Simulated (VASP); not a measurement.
# MgS (Niningerite): exact exchange and RPA correlation

How do semilocal functionals compare with the RPA for MgS (Niningerite), and at what cost? The scan starts from a database cell scaled to its smallest volume. The cell is of the rock-salt type. The start is a cell from a database of measured crystal structures.

Calculated with VASP 6.6.1; RPA correlation on PBE orbitals; plane waves and PAW (S_GW, Mg_GW), in the first sound run; inputs show where later runs differ.

## 1. The system as given

It takes space group Fm-3m (No. 225, cubic). The conventional cell has a = 5.097 Å, b = 5.097 Å, c = 5.097 Å, α = 90.00°, β = 90.00°, γ = 90.00°. Nearest to S lie 6 Mg at 2.55 Å. Mg has 6 S at 2.55 Å nearest. Farther neighbours, and contacts between anions beyond the nearest, are not listed.

Structure file:

```cif
data_structure
_symmetry_space_group_name_H-M 'P 1'
_symmetry_Int_Tables_number 1
_cell_length_a 3.6042
_cell_length_b 3.6042
_cell_length_c 3.6042
_cell_angle_alpha 60.000
_cell_angle_beta 60.000
_cell_angle_gamma 60.000
_cell_volume 33.11
loop_
_atom_site_label
_atom_site_type_symbol
_atom_site_fract_x
_atom_site_fract_y
_atom_site_fract_z
_atom_site_occupancy
S1 S 0.50000 0.50000 0.50000 1
Mg2 Mg 0.00000 0.00000 0.00000 1
```

## 2. Orbitals, volume ratio 0.94

RPA gives no stress here, so the energy is scanned over volumes, at one cutoff and mesh. Volumes are given as ratios to a reference cell, and this first cell is that cell scaled to 0.94. Each point starts from PBE orbitals, tightly converged.

INCAR reads:

```
SYSTEM = MgS
PREC = Accurate
ENCUT = 300
EDIFF = 1E-08
NELM = 100
ISMEAR = 0
SIGMA = 0.05
LREAL = .FALSE.
ALGO = Normal
GGA = PE
NBANDS = 10
LORBIT = 11
LWAVE = .TRUE.
LCHARG = .FALSE.
KPAR = 8
```

POSCAR reads:

```
MgS
1.0
    0.0000000000      2.5485401997      2.5485401997
    2.5485401997      0.0000000000      2.5485401997
    2.5485401997      2.5485401997      0.0000000000
S Mg
1 1
Direct
    0.5000000000      0.5000000000      0.5000000000
    0.0000000000      0.0000000000      0.0000000000
```

KPOINTS reads:

```
Automatic mesh
0
Gamma
4 4 4
0 0 0
```

Potentials, in the order of the species: S_GW and Mg_GW (PBE family, release 64).

Run with:

```bash
$ mpirun -np 8 vasp_std
```

Log:

```text
[banner, memory and clock lines left out]
running    8 mpi-ranks, on    1 nodes
 distrk:  each k-point on    1 cores,    8 groups
 distr:  one band on    1 cores,    1 groups

 POSCAR found type information on POSCAR S Mg
 POSCAR found :  2 types and       2 ions
|                                                                             |
|           W    W    AA    RRRRR   N    N  II  N    N   GGGG   !!!           |
|           W    W   A  A   R    R  NN   N  II  NN   N  G    G  !!!           |
|           W    W  A    A  R    R  N N  N  II  N N  N  G       !!!           |
|           W WW W  AAAAAA  RRRRR   N  N N  II  N  N N  G  GGG   !            |
|           WW  WW  A    A  R   R   N   NN  II  N   NN  G    G                |
|           W    W  A    A  R    R  N    N  II  N    N   GGGG   !!!           |
|                                                                             |
|     For optimal performance we recommend to set                             |
|       NCORE = 2 up to number-of-cores-per-socket                            |
|     NCORE specifies how many cores store one orbital (NPAR=cpu/NCORE).      |
|     This setting can greatly improve the performance of VASP for DFT.       |
|     The default, NCORE=1 might be grossly inefficient on modern             |
|     multi-core architectures or massively parallel machines. Do your        |
|     Unfortunately you need to use the default for GW and RPA                |
|     calculations (for HF NCORE is supported but not extensively tested      |
|     yet).                                                                   |
|                                                                             |

 LDA part: xc-table for (Slater+PW92), standard interpolation
 POSCAR, INCAR and KPOINTS ok, starting setup
 FFT: planning ... GRIDC
 FFT: planning ... GRID_SOFT
 FFT: planning ... GRID
 WAVECAR not read
 entering main loop
       N       E                     dE             d eps       ncg     rms          rms(c)
DAV:   1     0.164295E+02    0.16430E+02   -0.34348E+03   162   0.537E+02
DAV:   2    -0.797818E+01   -0.24408E+02   -0.23499E+02   220   0.865E+01
DAV:   3    -0.879320E+01   -0.81502E+00   -0.81438E+00   214   0.190E+01
DAV:   4    -0.880831E+01   -0.15109E-01   -0.15107E-01   234   0.230E+00
DAV:   5    -0.880839E+01   -0.83336E-04   -0.83336E-04   186   0.200E-01    0.277E+00
DAV:   6    -0.844800E+01    0.36039E+00   -0.74452E-01   176   0.392E+00    0.126E+00
DAV:   7    -0.840328E+01    0.44715E-01   -0.22642E-01   212   0.229E+00    0.527E-01
DAV:   8    -0.840378E+01   -0.50068E-03   -0.96036E-03   198   0.767E-01    0.454E-02
DAV:   9    -0.840376E+01    0.24202E-04   -0.24454E-04   216   0.922E-02    0.185E-02
DAV:  10    -0.840379E+01   -0.29497E-04   -0.46212E-05   178   0.436E-02    0.831E-03
DAV:  11    -0.840379E+01    0.30742E-05   -0.76857E-06   186   0.143E-02    0.146E-03
DAV:  12    -0.840379E+01    0.58349E-06   -0.32264E-07   224   0.375E-03    0.141E-04
DAV:  13    -0.840379E+01    0.35690E-07   -0.10957E-08   164   0.591E-04    0.389E-05
DAV:  14    -0.840379E+01   -0.41059E-08   -0.48875E-10   100   0.151E-04
   1 F= -.84037861E+01 E0= -.84037861E+01  d E =-.918689E-12
 writing wavefunctions
```

It took 1.4 s on 8 MPI ranks of Intel Xeon 6975P-C (Granite Rapids), shared host; peak memory 0.88 GiB.

The logs omit lines about the potential files and the build; timing stands in the text.

OUTCAR, selected parts (step 2):

```text
ion  position               nearest neighbor table
   1  0.500  0.500  0.500-
   2  0.000  0.000  0.000-

  LATTYP: Found a face centered cubic cell.
 ALAT       =     5.0970803994

 Subroutine GETGRP returns: Found 48 space group operations
 (whereof 48 operations were pure point group operations)

The static configuration has the point symmetry O_h .

 Found      8 irreducible k-points:

   k-points           NKPTS =      8   k-points in BZ     NKDIM =      8   number of bands    NBANDS=     10

   dimension x,y,z NGX =    20 NGY =   20 NGZ =   20
   dimension x,y,z NGXF=    40 NGYF=   40 NGZF=   40

   ENCUT  =  300.0 eV  22.05 Ry    4.70 a.u.   5.09  5.09  5.09*2*pi/ulx,y,z

   NELECT =       8.0000    total number of electrons

 k-points in reciprocal lattice and weights: Automatic mesh
   0.00000000  0.00000000  0.00000000       0.016
   0.25000000  0.00000000  0.00000000       0.125
   0.50000000  0.00000000  0.00000000       0.062
   0.25000000  0.25000000  0.00000000       0.094
   0.50000000  0.25000000  0.00000000       0.375
  -0.25000000  0.25000000  0.00000000       0.188
   0.50000000  0.50000000  0.00000000       0.047
  -0.25000000  0.50000000  0.25000000       0.094

 average (electrostatic) potential at core
       1 -88.8628       2 -36.2136

 E-fermi :   4.5725

 k-point     1 :       0.0000    0.0000    0.0000
  band No.  band energies     occupation
      1      -8.6984      2.00000
      2       4.3429      2.00000
      3       4.3429      2.00000
      4       4.3429      2.00000
      5       8.5490      0.00000
      6      12.2115      0.00000
      7      12.2115      0.00000
      8      12.2115      0.00000
      9      14.6861      0.00000
    ...

 k-point     2 :       0.2500    0.0000    0.0000
  band No.  band energies     occupation
      1      -8.0767      2.00000
      2       1.3702      2.00000
      3       3.9779      2.00000
      4       3.9779      2.00000
      5       9.5063      0.00000
      6      12.1812      0.00000
      7      12.1812      0.00000
      8      12.9968      0.00000
      9      14.6832      0.00000
    ...

 k-point     3 :       0.5000    0.0000    0.0000
  band No.  band energies     occupation
      1      -7.2235      2.00000
      2      -0.8403      2.00000
      3       3.6770      2.00000
      4       3.6770      2.00000
      5       8.9610      0.00000
      6      11.2806      0.00000
      7      11.2806      0.00000
      8      15.1092      0.00000
      9      16.8552      0.00000
    ...

  Total        1.3582804      1.3582804      1.3582804      0.0000000     -0.0000000      0.0000000
  in kB       65.7348334     65.7348334     65.7348334      0.0000000     -0.0000000      0.0000000
  external PRESSURE =      65.7348334 kB  Pullay stress =       0.0000000 kB

  energy-cutoff  :      300.00
  volume of cell :       33.11
      direct lattice vectors                 reciprocal lattice vectors
     0.000000000  2.548540200  2.548540200    -0.196190745  0.196190745  0.196190745
     2.548540200  0.000000000  2.548540200     0.196190745 -0.196190745  0.196190745
     2.548540200  2.548540200  0.000000000     0.196190745  0.196190745 -0.196190745

 POSITION                                       TOTAL-FORCE (eV/Angst)
 -----------------------------------------------------------------------------------
      2.54854      2.54854      2.54854         0.000000     -0.000000      0.000000
      0.00000      0.00000      0.00000        -0.000000      0.000000     -0.000000
 -----------------------------------------------------------------------------------
    total drift:                                0.000000      0.000000      0.000000

  FREE ENERGIE OF THE ION-ELECTRON SYSTEM (eV)
  ---------------------------------------------------
  free  energy   TOTEN  =        -8.4037860540 eV

  energy  without entropy=       -8.4037860540  energy(sigma->0) =       -8.40378605

 total charge
# of ion       s       p       d       tot
------------------------------------------
    1        1.296   2.512   0.012   3.821
    2        0.138   0.143   0.047   0.327
--------------------------------------------------
tot          1.435   2.655   0.059   4.148

[... 3 further parts left out ...]
```

The gap is read on the k-mesh alone, so it is an upper bound where the band edges lie off the mesh.

A gap read on the k-mesh alone can miss the band edges.

Numbers from this step:

| Item | Value |
| --- | --- |
| free energy (TOTEN) | -8.404 eV |
| Fermi energy | 4.572 eV |
| pressure | 6.573 GPa |
| gap on the k-mesh | 2.884 eV |
| least direct gap on the k-mesh | 4.206 eV |

## 3. Exact exchange, volume ratio 0.94

This step: Hartree-Fock energy on PBE orbitals; plane waves and PAW (S_GW, Mg_GW) (VASP 6.6.1).

The Hartree-Fock energy is evaluated once on these orbitals (ALGO = Eigenval, NELM = 1), without letting them relax. It uses the mesh of the correlation step, since the long-wavelength errors of the two partly cancel, and the total energy is their sum.

INCAR reads:

```
SYSTEM = MgS
PREC = Accurate
ENCUT = 300
ISMEAR = 0
SIGMA = 0.05
LREAL = .FALSE.
GGA = PE
NBANDS = 10
ALGO = Eigenval
NELM = 1
LHFCALC = .TRUE.
AEXX = 1
ALDAC = 0
AGGAC = 0
PRECFOCK = Normal
LWAVE = .FALSE.
LCHARG = .FALSE.
```

POSCAR is that of step 2.

KPOINTS is that of step 2.

The WAVECAR or CHGCAR of an earlier step is read.

Run with:

```bash
$ mpirun -np 8 vasp_std
```

Log:

```text
[banner, memory and clock lines left out]
running    8 mpi-ranks, on    1 nodes
 distrk:  each k-point on    8 cores,    1 groups
 distr:  one band on    1 cores,    8 groups

 POSCAR found type information on POSCAR S Mg
 POSCAR found :  2 types and       2 ions
 [... a notice as in an earlier step ...]

 LDA part: xc-table for (Slater+PW92), standard interpolation
|                                                                             |
|           W    W    AA    RRRRR   N    N  II  N    N   GGGG   !!!           |
|           W    W   A  A   R    R  NN   N  II  NN   N  G    G  !!!           |
|           W    W  A    A  R    R  N N  N  II  N N  N  G       !!!           |
|           W WW W  AAAAAA  RRRRR   N  N N  II  N  N N  G  GGG   !            |
|           WW  WW  A    A  R   R   N   NN  II  N   NN  G    G                |
|           W    W  A    A  R    R  N    N  II  N    N   GGGG   !!!           |
|                                                                             |
|     The number of bands has been changed from the values supplied in        |
|     The orbitals not found in the WAVECAR file will be initialized with     |
|     random numbers, which is usually adequate. For correlated               |
|     calculations, however, you should redo the groundstate calculation.     |
|     I found NBANDS = 10. Now, NBANDS = 16.                                  |
|                                                                             |

 found WAVECAR, reading the header
  number of bands has changed, file:    10 present:    16
  trying to continue reading WAVECAR, but it might fail
 POSCAR, INCAR and KPOINTS ok, starting setup
 FFT: planning ... GRIDC
 FFT: planning ... GRID_SOFT
 FFT: planning ... GRID
 reading WAVECAR
 random initialization beyond band           10
 the WAVECAR file was read successfully
 initial charge from wavefunction
 entering main loop
       N       E                     dE             d eps       ncg     rms          rms(c)
EIG:   1    -0.139218E+02   -0.13922E+02    0.00000E+00     0   0.000E+00
   1 F= -.13921770E+02 E0= -.13921770E+02  d E =-.169399E-31
```

The job ended after 1.8 s (8 MPI ranks; peak memory 0.78 GiB).

Parts of OUTCAR (step 3):

```text
The static configuration has the point symmetry O_h .

 Found      8 irreducible k-points:

   k-points           NKPTS =      8   k-points in BZ     NKDIM =     64   number of bands    NBANDS=     16

   NELECT =       8.0000    total number of electrons

  exchange ACFDT corr.  =         0.00000000  see jH, gK, PRB 81, 115126

 E-fermi :   4.7507

 k-point     1 :       0.0000    0.0000    0.0000
  band No.  band energies     occupation
      1     -17.0450      2.00000
      2       1.3455      2.00000
      3       1.3455      2.00000
      4       1.3455      2.00000
      5      13.4052      0.00000
      6      17.3888      0.00000
      7      17.3888      0.00000
      8      17.3888      0.00000
      9      20.6439      0.00000
    ...

 k-point     2 :       0.2500    0.0000    0.0000
  band No.  band energies     occupation
      1     -16.2078      2.00000
      2      -2.4936      2.00000
      3       0.8724      2.00000
      4       0.8724      2.00000
      5      14.2931      0.00000
      6      17.5149      0.00000
      7      17.5149      0.00000
      8      18.6497      0.00000
      9      20.5415      0.00000
    ...

  FREE ENERGIE OF THE ION-ELECTRON SYSTEM (eV)
  ---------------------------------------------------
  free  energy   TOTEN  =       -13.9217701990 eV

  energy  without entropy=      -13.9217701990  energy(sigma->0) =      -13.92177020

[... 8 parts as in an earlier step ...]

[... 5 further parts left out ...]
```

The k-mesh is coarse for unscreened exact exchange, which converges slowly with it.

Read from the output:

| Property | Result |
| --- | --- |
| free energy (TOTEN) | -13.92 eV |

The Hartree-Fock energy on these orbitals is -6.9609 eV an atom.

## 4. Empty bands, volume ratio 0.94

This step: PBE; plane waves and PAW (S_GW, Mg_GW) (VASP 6.6.1).

ALGO = Exact makes the empty bands from the converged ground state in one step. LOPTICS writes the k-derivatives of the orbitals (WAVEDER), which give the long-wavelength limit of the screening.

INCAR reads:

```
SYSTEM = MgS
PREC = Accurate
ENCUT = 300
ISMEAR = 0
SIGMA = 0.05
LREAL = .FALSE.
GGA = PE
NBANDS = 392
ALGO = Exact
NELM = 1
LWAVE = .TRUE.
LCHARG = .FALSE.
LOPTICS = .TRUE.
NEDOS = 1000
CSHIFT = 0.1
```

POSCAR is that of step 3.

KPOINTS is that of step 3.

Run with:

```bash
$ mpirun -np 8 vasp_std
```

Log:

```text
[banner, memory and clock lines left out]
running    8 mpi-ranks, on    1 nodes
 distrk:  each k-point on    8 cores,    1 groups
 distr:  one band on    1 cores,    8 groups

 POSCAR found type information on POSCAR S Mg
 POSCAR found :  2 types and       2 ions
 [... a notice as in an earlier step ...]

 LDA part: xc-table for (Slater+PW92), standard interpolation
 found WAVECAR, reading the header
  number of bands has changed, file:    10 present:   392
  trying to continue reading WAVECAR, but it might fail
 POSCAR, INCAR and KPOINTS ok, starting setup
 FFT: planning ... GRIDC
 FFT: planning ... GRID_SOFT
 FFT: planning ... GRID
 reading WAVECAR
 random initialization beyond band           10
 the WAVECAR file was read successfully
 initial charge from wavefunction
 entering main loop
       N       E                     dE             d eps       ncg     rms          rms(c)
DIA:   1    -0.840379E+01   -0.84038E+01    0.00000E+00     0   0.000E+00
   1 F= -.84037861E+01 E0= -.84037861E+01  d E =-.799186E-11
 writing wavefunctions
 optical routines
 imaginary and real dielectric function
 recalculating local potential from charge density
 direction            1
 direction            2
 direction            3
```

Elapsed: 1.4 s, on 8 MPI ranks; peak memory 0.86 GiB; 6.1 s of CPU time.

Parts of OUTCAR (step 4):

```text
The static configuration has the point symmetry O_h .

 Found      8 irreducible k-points:

   k-points           NKPTS =      8   k-points in BZ     NKDIM =      8   number of bands    NBANDS=    392

   NELECT =       8.0000    total number of electrons

 E-fermi :   4.5604

 k-point     2 :       0.2500    0.0000    0.0000
  band No.  band energies     occupation
      1      -8.0767      2.00000
      2       1.3702      2.00000
      3       3.9780      2.00000
      4       3.9780      2.00000
      5       9.5063      0.00000
      6      12.1812      0.00000
      7      12.1812      0.00000
      8      12.9968      0.00000
      9      14.6832      0.00000
    ...

 k-point     3 :       0.5000    0.0000    0.0000
  band No.  band energies     occupation
      1      -7.2235      2.00000
      2      -0.8403      2.00000
      3       3.6770      2.00000
      4       3.6770      2.00000
      5       8.9611      0.00000
      6      11.2806      0.00000
      7      11.2806      0.00000
      8      15.1092      0.00000
      9      16.8552      0.00000
    ...

  Total        1.3581996      1.3581996      1.3581996      0.0000000      0.0000000      0.0000000
  in kB       65.7309211     65.7309211     65.7309211      0.0000000      0.0000000      0.0000000
  external PRESSURE =      65.7309211 kB  Pullay stress =       0.0000000 kB

 POSITION                                       TOTAL-FORCE (eV/Angst)
 -----------------------------------------------------------------------------------
      2.54854      2.54854      2.54854        -0.000000      0.000000     -0.000000
      0.00000      0.00000      0.00000         0.000000     -0.000000      0.000000
 -----------------------------------------------------------------------------------
    total drift:                                0.000000      0.000000      0.000000

  FREE ENERGIE OF THE ION-ELECTRON SYSTEM (eV)
  ---------------------------------------------------
  free  energy   TOTEN  =        -8.4037860613 eV

  energy  without entropy=       -8.4037860613  energy(sigma->0) =       -8.40378606

 plasma frequency squared (from intraband transitions) (eV^2)
  --------------------------------------------------------------------------------------
       0.000      -0.000       0.000
      -0.000       0.000       0.000
       0.000      -0.000       0.000

[... 10 parts as in an earlier step ...]

[... 2 further parts left out ...]
```

WAVECAR now holds 392 bands for 8 electrons.

(Continued in part 2 of 6.)

[Long decimals in the printed logs are rounded to 6 places.]

[Lines on the potential files, build, host, timing and source positions are cut from VASP's logs without a mark.]

[Logs are printed without paths, hosts, clocks, repeated set-up lines and the standing remarks that a program may print on its own settings, such as how far it seeks lower states.]

[Hosts, paths, dates, database ids (printed as entryN), source tags and the programs' standing remarks are cut or masked in the printed files.]

[Measured values are set beside computed ones only where the two were judged alike; some that the calculation misses by far are left out.]

[Pressures printed for these runs are not shown converged in the cutoff: they can be off by several GPa and have the wrong sign.]
